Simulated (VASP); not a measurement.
# Li16Si in VASP: notebook

The runs below take Li16Si through single point, with PBE.

Everything below comes from runs of VASP 6.6.1. Logs are shortened: lines on timing, memory, paths and dates and some standing lists are left out, and cuts for length are marked.

## Step 1: The slab as given

The cell holds a slab with vacuum, 17 atoms: a = 6.980 Å, b = 6.045 Å, c = 19.403 Å, α = 90.00°, β = 90.00°, γ = 54.74°.

The cell was built by a generator and needn't be a form met in nature.

## Step 2: Single point, PBE

Input file INCAR:

```
SYSTEM = Li16Si
ALGO = Fast
EDIFF = 1E-7
ENCUT = 520
GGA = PE
ISIF = 2
ISMEAR = 0
LASPH = .TRUE.
LCHARG = .FALSE.
LREAL = Auto
LWAVE = .FALSE.
NBANDS = 40
NELM = 100
PREC = Accurate
SIGMA = 0.05
```

Input file KPOINTS:

```
k-points
0
G
  3 3 1
  0 0 0
```

Input file POSCAR:

```
Li16Si
1.0
    6.9800000000      0.0000000000      0.0000000000
    3.4900000000      4.9356050000      0.0000000000
    0.0000000000      0.0000000000     19.4034080000
Li Si
16 1
Direct
   -0.2499999493      0.4999998987      0.0515372866
    0.2500000507      0.4999998987      0.0515372866
   -0.2500000000      1.0000000000      0.0515372866
    0.2500000000      1.0000000000      0.0515372866
    0.0304362169     -0.0330105428      0.1750574951
    0.5176545377     -0.1042285596      0.1706535780
    0.0385074720      0.4594741678      0.1746141709
    0.5149540582      0.4075769840      0.1665535766
   -0.2761246678      0.4822083615      0.2850378140
    0.2362428138      0.5788564928      0.3029829605
   -0.2881635327      0.9893107329      0.2842232148
    0.2183773745      1.0627578585      0.3133104246
    0.0564367328      0.0478127808      0.4931838778
    0.5102696610      0.1130234287      0.4253708936
   -0.0581341173      0.5698983205      0.4049364936
    0.4991404188      0.5949475292      0.4232696133
    0.8679738749      0.1151840555      0.3823676748
```

Potentials or basis: VASP PAW PBE potentials, release 64 (Li_sv, Si).

Launch:

```console
> cat potpaw_PBE.64/Li_sv/POTCAR potpaw_PBE.64/Si/POTCAR > POTCAR
> mpirun -np 1 vasp_std > vasp.out
```

OUTCAR:

```text
SYSTEM = Li16Si
   EDIFF = 1E-7
   ENCUT = 520
   GGA = PE
   ISIF = 2
   ISMEAR = 0
   LASPH = .TRUE.
   LREAL = Auto
   NELM = 100
   PREC = Accurate

 ion  position               nearest neighbor table
   1  0.750  0.500  0.052-
   2  0.250  0.500  0.052-
   3  0.750  0.000  0.052-
   4  0.250  0.000  0.052-
   5  0.030  0.967  0.175-
   6  0.518  0.896  0.171-
   7  0.039  0.459  0.175-
   8  0.515  0.408  0.167-
   9  0.724  0.482  0.285-  17 2.63
  10  0.236  0.579  0.303-
  11  0.712  0.989  0.284-  17 2.52
  12  0.218  0.063  0.313-  17 2.64
  13  0.056  0.048  0.493-  17 2.43
  14  0.510  0.113  0.425-  17 2.64
  15  0.942  0.570  0.405-
  16  0.499  0.595  0.423-  17 2.65
  17  0.868  0.115  0.382-  13 2.43  11 2.52   9 2.63  14 2.64  12 2.64  16 2.65

  LATTYP: Found a base centered orthorhombic cell.
 ALAT       =     6.9800000000
 B/A-ratio  =     1.4142134670
 C/A-ratio  =     2.7798578797

  Lattice vectors:

 A1 = (   3.4900000000,  -4.9356050000,   0.0000000000)
 A2 = (   3.4900000000,   4.9356050000,   0.0000000000)
 A3 = (   0.0000000000,   0.0000000000,  19.4034080000)

Analysis of symmetry for initial positions (statically):
=====================================================================
 Subroutine PRICEL returns:
 Original cell was already a primitive cell.

 Routine SETGRP: Setting up the symmetry group for a
 base centered orthorhombic supercell.

 Subroutine GETGRP returns: Found  1 space group operations
 (whereof  1 operations were pure point group operations)
 out of a pool of  8 trial point group operations.

The static configuration has the point symmetry C_1 .

Analysis of symmetry for dynamics (positions and initial velocities):
=====================================================================
 Subroutine PRICEL returns:
 Original cell was already a primitive cell.

 Routine SETGRP: Setting up the symmetry group for a
 base centered orthorhombic supercell.

 Subroutine GETGRP returns: Found  1 space group operations
 (whereof  1 operations were pure point group operations)
 out of a pool of  8 trial point group operations.

The dynamic configuration has the point symmetry C_1 .

 Subroutine INISYM returns: Found  1 space group operations
 (whereof  1 operations are pure point group operations),
 and found     1 'primitive' translations

----------------------------------------------------------------------------------------

                                     Primitive cell

  volume of cell :     668.4576

  direct lattice vectors                    reciprocal lattice vectors
     6.980000000  0.000000000  0.000000000     0.143266476 -0.101304703  0.000000000
     3.490000000  4.935605000  0.000000000     0.000000000  0.202609407  0.000000000
     0.000000000  0.000000000 19.403408000     0.000000000  0.000000000  0.051537338

  length of vectors
     6.980000000  6.044857047 19.403408000     0.175464885  0.202609407  0.051537338

  position of ions in fractional coordinates (direct lattice)
     0.750000051  0.499999899  0.051537287
     0.250000051  0.499999899  0.051537287
     0.750000000  0.000000000  0.051537287
     0.250000000  0.000000000  0.051537287
     0.030436217  0.966989457  0.175057495
     0.517654538  0.895771440  0.170653578
[... 9 lines left out ...]
     0.499140419  0.594947529  0.423269613
     0.867973875  0.115184056  0.382367675

  ion indices of the primitive-cell ions
   primitive index   ion index
                 1           1
                 2           2
                 3           3
                 4           4
                 5           5
                 6           6
[... 9 lines left out ...]
                16          16
                17          17

----------------------------------------------------------------------------------------

 KPOINTS: k-points

Automatic generation of k-mesh.
 Grid dimensions read from file:
 generate k-points for:    3    3    1

 Generating k-lattice:

  Cartesian coordinates                     Fractional coordinates (reciprocal lattice)
     0.047755492 -0.033768234  0.000000000     0.333333333  0.000000000  0.000000000
     0.000000000  0.067536469  0.000000000     0.000000000  0.333333333  0.000000000
     0.000000000  0.000000000  0.051537338     0.000000000  0.000000000  1.000000000

  Length of vectors
     0.058488295  0.067536469  0.051537338

  Shift w.r.t. Gamma in fractional coordinates (k-lattice)
     0.000000000  0.000000000  0.000000000

 Subroutine IBZKPT returns following result:
 ===========================================

 Found      5 irreducible k-points:

 Following reciprocal coordinates:
            Coordinates               Weight
  0.000000  0.000000  0.000000      1.000000
  0.333333 -0.000000  0.000000      2.000000
  0.333333  0.333333  0.000000      2.000000
  0.000000  0.333333  0.000000      2.000000
 -0.333333  0.333333  0.000000      2.000000
   k-points           NKPTS =      5   k-points in BZ     NKDIM =      5   number of bands    NBANDS=     40
   number of dos      NEDOS =    301   number of ions     NIONS =     17
   total plane-waves  NPLWV = 373248
   dimension x,y,z NGX =    54 NGY =   48 NGZ =  144
   dimension x,y,z NGXF=   108 NGYF=   96 NGZF=  288
   ions per type =              16   1
   NGX,Y,Z   is equivalent  to a cutoff of  12.86, 13.20, 12.34 a.u.
   NGXF,Y,Z  is equivalent  to a cutoff of  25.72, 26.40, 24.68 a.u.
 SYSTEM =  Li16Si
   PREC   = accura    normal or accurate (medium, high low for compatibility)
   ISTART =      0    job   : 0-new  1-cont  2-samecut
   ICHARG =      2    charge: 1-file 2-atom 10-const
   ISPIN  =      1    spin polarized calculation?
   LNONCOLLINEAR =      F non collinear calculations
   LSORBIT =      F    spin-orbit coupling
   LASPH  =      T    aspherical Exc in radial PAW
   ENCUT  =  520.0 eV  38.22 Ry    6.18 a.u.  12.98 11.24 36.08*2*pi/ulx,y,z
   NELM   =    100;   NELMIN=  2; NELMDL= -5     # of ELM steps
   EDIFF  = 0.1E-06   stopping-criterion for ELM
   LREAL  =      T    real-space projection
   EDIFFG = 0.1E-05   stopping-criterion for IOM
   NSW    =      0    number of steps for IOM
   IBRION =     -1    ionic relax: 0-MD 1-quasi-New 2-CG
   NFREE  =      0    steps in history (QN), initial steepest desc. (CG)
   ISIF   =      2    stress and relaxation
   ISYM   =      2    0-nonsym 1-usesym 2-fastsym
   POTIM  = 0.5000    time-step for ionic-motion
   TEBEG  =    0.0;   TEEND  =   0.0 temperature during run
   PSTRESS=    0.0 pullay stress
   NELECT =      52.0000    total number of electrons
   NUPDOWN=      -1.0000    fix difference up-down
   EMIN   =  10.00;   EMAX   =-10.00  energy-range for DOS
   EFERMI =   0.00;   METHOD = LEGACY
   ISMEAR =     0;   SIGMA  =   0.05  broadening in eV -4-tet -1-fermi 0-gaus
   EFERMI_NEDOS =   21; number of points for ismear=-14 and -15
   IALGO  =     68    algorithm
   IMIX   =      4    mixing-type and parameters
     AMIX     =   0.40;   BMIX     =  1.00
     AMIX_MAG =   1.60;   BMIX_MAG =  1.00
  volume/ion in A,a.u.               =      39.32       265.35
  Fermi-wavevector in a.u.,A,eV,Ry     =   0.698851  1.320637  6.644989  0.488393
  Thomas-Fermi vector in A             =   1.782569
   LORBIT       =      0    0 simple, 1 ext, 2 COOP (PROOUT), +10 PAW based schemes
   GGA     = PE    functional components
   LHFCALC =     F    Hartree Fock is set to
   AEXX    =    0.0000 exact exchange contribution
   IVDW    =     0    specifies the selected vdW correction
   LEPSILON=     F    determine dielectric tensor
   LRPA    =     F    only Hartree local field effects (RPA)
 non-spin polarized calculation
 RMM-DIIS sequential band-by-band and
 Gauss-broadening in eV      SIGMA  =   0.05
  energy-cutoff  :      520.00
  volume of cell :      668.46
 maximum number of plane-waves:     18023
 NGX is ok and might be reduce to    54
   NGX = 25   NGY = 23   NGZ = 73

 number of electron      51.9999998 magnetization

 Free energy of the ion-electron system (eV)
  ---------------------------------------------------
  ext. energy  EPLUGINS =         0.00000000
  ---------------------------------------------------
  free energy    TOTEN  =       -34.07799830 eV

  energy without entropy =      -34.06477100  energy(sigma->0) =      -34.07138465

 E-fermi :  -0.8110     XC(G=0):  -4.5355

 val. band max:       -0.8713681371   @ k =   0.0000   0.0000   0.0000
 cond. band min:      -0.8024453469   @ k =  -0.3333   0.3333   0.0000
 fundamental gap:      0.0689227902
 Fermi energy:        -0.8109734683

 k-point     1 :       0.0000    0.0000    0.0000
  band No.  band energies     occupation
      1     -48.4680      2.00000
      2     -47.8234      2.00000
      3     -47.8162      2.00000
      4     -47.8067      2.00000
      5     -47.7906      2.00000
      6     -47.7663      2.00000
[... 30 lines left out ...]
     37       1.9860      0.00000
     38       2.2186      0.00000

 k-point     2 :       0.3333   -0.0000    0.0000
  band No.  band energies     occupation
      1     -48.4680      2.00000
      2     -47.8216      2.00000
      3     -47.8180      2.00000
      4     -47.8063      2.00000
      5     -47.7911      2.00000
      6     -47.7662      2.00000
[... 30 lines left out ...]
     37       1.8423      0.00000
     38       2.3353      0.00000

 k-point     3 :       0.3333    0.3333    0.0000
  band No.  band energies     occupation
      1     -48.4680      2.00000
      2     -47.8228      2.00000
      3     -47.8159      2.00000
      4     -47.8074      2.00000
      5     -47.7909      2.00000
      6     -47.7663      2.00000
[... 30 lines left out ...]
     37       1.8791      0.00000
     38       2.1543      0.00000

 k-point     4 :       0.0000    0.3333    0.0000
  band No.  band energies     occupation
      1     -48.4680      2.00000
      2     -47.8211      2.00000
      3     -47.8175      2.00000
      4     -47.8069      2.00000
      5     -47.7914      2.00000
      6     -47.7662      2.00000
[... 30 lines left out ...]
     37       1.8299      0.00000
     38       2.2355      0.00000

 k-point     5 :      -0.3333    0.3333    0.0000
  band No.  band energies     occupation
      1     -48.4680      2.00000
      2     -47.8210      2.00000
      3     -47.8177      2.00000
      4     -47.8069      2.00000
      5     -47.7914      2.00000
      6     -47.7662      2.00000
[... 30 lines left out ...]
     37       1.4187      0.00000
     38       1.7203      0.00000
 [bands above 38 left out]

------------------------ aborting loop because EDIFF is reached ----------------------------------------

  FORCE on cell =-STRESS in cart. coord.  units (eV):
  Direction    XX          YY          ZZ          XY          YZ          ZX
  --------------------------------------------------------------------------------------
  -------------------------------------------------------------------------------------
  Total       -1.9108054     -3.4210323     -0.3793255     -0.0973107     -0.2084094      0.8245707
  in kB       -4.5798706     -8.1996236     -0.9091778     -0.2332369     -0.4995215      1.9763535
  external PRESSURE =      -4.5628907 kB  Pullay stress =       0.0000000 kB

 VOLUME and BASIS-vectors are now :
 -----------------------------------------------------------------------------
  energy-cutoff  :      520.00
  volume of cell :      668.46
      direct lattice vectors                 reciprocal lattice vectors
     6.980000000  0.000000000  0.000000000     0.143266476 -0.101304703  0.000000000
     3.490000000  4.935605000  0.000000000     0.000000000  0.202609407  0.000000000
     0.000000000  0.000000000 19.403408000     0.000000000  0.000000000  0.051537338

 POSITION                                       TOTAL-FORCE (eV/Angst)
 -----------------------------------------------------------------------------------
      6.98000      2.46780      1.00000        -0.006299     -0.010456      0.076282
      3.49000      2.46780      1.00000        -0.029860      0.027417     -0.101240
      5.23500      0.00000      1.00000        -0.001136     -0.022770      0.094467
      1.74500      0.00000      1.00000        -0.047673      0.021222     -0.049955
      3.58724      4.77268      3.39671        -0.008316      0.007657     -0.009156
      6.73947      4.42117      3.31126        -0.006074     -0.013853     -0.007109
[... 9 lines left out ...]
      5.56037      2.93643      8.21287         0.012788     -0.029355     -0.111877
      6.46045      0.56850      7.41924         0.023099     -0.092932      0.006562
 -----------------------------------------------------------------------------------
    total drift:                               -0.004964     -0.008412     -0.007969

  FREE ENERGIE OF THE ION-ELECTRON SYSTEM (eV)
  ---------------------------------------------------
  free  energy   TOTEN  =       -34.0779983004 eV

  energy  without entropy=      -34.0647710041  energy(sigma->0) =      -34.07138465
```

Run time: 17 min. Hardware: 1 thread of Intel Xeon Platinum 8488C (Sapphire Rapids), shared host; peak memory 0.74 GiB.

What came out:

```
Free energy            : -34.0780 eV
Largest force          : 0.116 eV/Å
Band gap on the k mesh : none (metal or under the smearing width)
```

Forces on the atoms (eV/Å):
```
Li  -0.006 -0.010  0.076
Li  -0.030  0.027 -0.101
Li  -0.001 -0.023  0.094
Li  -0.048  0.021 -0.050
Li  -0.008  0.008 -0.009
Li  -0.006 -0.014 -0.007
Li   0.002 -0.001  0.006
Li  -0.013 -0.005  0.000
Li  -0.019 -0.028  0.055
Li  -0.025  0.094 -0.005
Li  -0.027  0.037  0.004
Li   0.059  0.018 -0.017
Li   0.039  0.020  0.072
Li   0.023 -0.014 -0.032
Li   0.025 -0.007  0.021
Li   0.013 -0.029 -0.112
Si   0.023 -0.093  0.007
```

Caveat: the k mesh is coarse (spacing up to 0.42 Å⁻¹), so the values aren't converged; the cutoff is under 1.25 times the usual one of these potentials, so pressure, stress and relaxed cells hold a basis-set (Pulay) error.

[end of part 1 of 2]
